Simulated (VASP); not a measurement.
```xyz
2
Lattice="1.6052 -2.7803 0.0000 1.6052 2.7803 0.0000 0.0000 0.0000 5.1135" Properties=species:S:1:pos:R:3 pbc="T T T"
Mg     1.6052     0.9268     1.2784
Mg     1.6052    -0.9268     3.8352
```

Method: PBE GGA, VASP's PBE PAW potentials (set 64) (plane waves; VASP). Run with 400 eV cut-off, 15×15×8 Γ-centred mesh, tetrahedra with Blöchl corrections, potentials Mg.

What does the run give for the energy per atom (σ→0), band gap (on the k-mesh) with the smallest direct gap where there is one?

```yaml
band gap (on the k-mesh): none (metal, semimetal or under 0.01 eV)
energy per atom (σ→0): -145.3 kJ/mol of atoms
```

The compound is Mg in the hcp structure. It was relaxed first.
